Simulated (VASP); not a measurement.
Data:

```
InPd
1.0
    3.24031     0.00000     0.00000
    0.00000     3.24031     0.00000
    0.00000     0.00000     3.24031
In Pd
1 1
Direct
  0.50000   0.50000   0.50000
  0.00000   0.00000   0.00000
```

All values below come from r2SCAN meta-GGA, VASP's PBE PAW potentials (set 64) (plane waves; VASP 6.6.1). Settings: 520 eV cut-off, 11×11×11 Γ-centred mesh, first-order Methfessel-Paxton smearing of 0.10 eV, potentials In_d Pd.

**Question.** The job: PdIn (CsCl type), 2 atoms, r2SCAN, static run, 520 eV, 11×11×11 Γ-centred mesh. Roughly how much core time does it take on a busy server core?

**Answer.** About 70 core-seconds (one run on a shared machine, a rough figure). It had 56 irreducible k-points, 15 bands, up to 931 plane waves and 18 electronic steps.

The compound is PdIn in the CsCl type structure. This cell is one point of a volume scan, at 0.97 of the reference volume.
